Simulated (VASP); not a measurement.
Given:

```xyz
2
Lattice="0.0000 2.9823 2.9823 2.9823 0.0000 2.9823 2.9823 2.9823 0.0000" Properties=species:S:1:pos:R:3 pbc="T T T"
Ca     0.0000     0.0000     0.0000
Se     2.9823     2.9823     2.9823
```

The numbers are results of PBE0 hybrid, VASP's PBE PAW potentials (set 64) (plane waves; VASP), not measurements. Numerical set-up: 520 eV cut-off, 6×6×6 Γ-centred mesh, Gaussian smearing of 0.050 eV, potentials Ca_sv Se.

**Question.** What does the run give for the energy per atom (σ→0), band gap (over the mesh, the named points and PBE's band edges) with the smallest direct gap where there is one?

**Answer.** 
```json
{
 "band gap (over the mesh, the named points and PBE's band edges)": "3.72 eV",
 "smallest direct gap (over the mesh, the named points and PBE's band edges)": "4.76 eV",
 "energy per atom (σ→0)": "-5.612 eV/atom"
}
```

The compound is CaSe in the rock salt structure. It was relaxed first.
